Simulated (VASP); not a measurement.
OSZICAR of a VASP run on Cl (relaxed from the dhcp structure, space group P6_3/mmc):

OSZICAR:
```
       N       E                     dE             d eps       ncg     rms          rms(c)
DAV:   1     0.174024731749E+03    0.17402E+03   -0.12361E+04  1512   0.127E+03
DAV:   2     0.435317663163E+01   -0.16967E+03   -0.16800E+03  2262   0.231E+02
DAV:   3    -0.535480670551E+01   -0.97080E+01   -0.95089E+01  1678   0.651E+01
DAV:   4    -0.552168826619E+01   -0.16688E+00   -0.16571E+00  1818   0.975E+00
DAV:   5    -0.552480557208E+01   -0.31173E-02   -0.31125E-02  1654   0.129E+00    0.117E+01
DAV:   6    -0.548473761723E+01    0.40068E-01   -0.52031E-02  1660   0.136E+00    0.720E+00
DAV:   7    -0.548104219963E+01    0.36954E-02   -0.59645E-02  1614   0.141E+00    0.455E-01
DAV:   8    -0.547921560641E+01    0.18266E-02   -0.41436E-03  1630   0.437E-01    0.139E-01
DAV:   9    -0.547903016210E+01    0.18544E-03   -0.89721E-04  1648   0.169E-01    0.353E-02
DAV:  10    -0.547903024205E+01   -0.79952E-07   -0.21260E-05  1658   0.371E-02    0.160E-02
DAV:  11    -0.547903178717E+01   -0.15451E-05   -0.27878E-06  1624   0.117E-02    0.388E-03
DAV:  12    -0.547903218183E+01   -0.39466E-06   -0.19705E-07  1144   0.350E-03    0.240E-03
DAV:  13    -0.547903232667E+01   -0.14484E-06   -0.63158E-08   930   0.173E-03    0.121E-03
DAV:  14    -0.547903232518E+01    0.14909E-08   -0.92401E-09   852   0.735E-04
   1 F= -.54790323E+01 E0= -.54795771E+01  d E =0.163446E-02
```

Question: Which electronic solver shows in the log?

Answer: It is blocked Davidson (ALGO = Normal, or the opening steps of other solvers). The INCAR had ALGO = Normal.

Question: Can the final energy be trusted as converged?

Answer: The run converged. It stopped with EDIFF = 1E-7, NELM = 100 (PBEsol GGA, plane waves, VASP's PBE PAW potentials (set 64)).

The structure was generated: Cl was put into the dhcp type (P6_3/mmc), which need not be its known phase. This cell was strained or had an atom moved on purpose.
